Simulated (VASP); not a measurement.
Shape and ions are relaxed at each volume.

Given:

```
MnO2
1.0
    4.42888     0.00000     0.00000
    0.00000     4.42888     0.00000
    0.00000     0.00000     2.86715
Mn O
2 4
Direct
  0.00000   0.00000   0.00000
  0.50000   0.50000   0.50000
  0.30387   0.30387   0.00000
  0.80387   0.19613   0.50000
  0.19613   0.80387   0.50000
  0.69613   0.69613   0.00000
```
Starting moments (μB, in the order of the record's atoms Mn Mn O O O O): 2.4 -2.4 0.0 0.0 0.0 0.0.

Level of theory: PW91 GGA, VASP's PBE PAW potentials (set 64) (plane waves; VASP 6.6.1). Settings: 520 eV cut-off, 7×7×11 Γ-centred mesh, first-order Methfessel-Paxton smearing of 0.10 eV, potentials Mn_pv O.

Q: Give the energy at these volumes per atom, relative to the lowest: 8.80, 9.08, 9.36, 9.64, 9.92 Å³.

A: 28.2, 7.0, 0.0, 5.0, 20.0 meV/atom. A third-order Birch-Murnaghan fit gives B0 = 225 GPa and B0′ = 4.8.

The compound is MnO2 in the rutile structure. It was relaxed first.
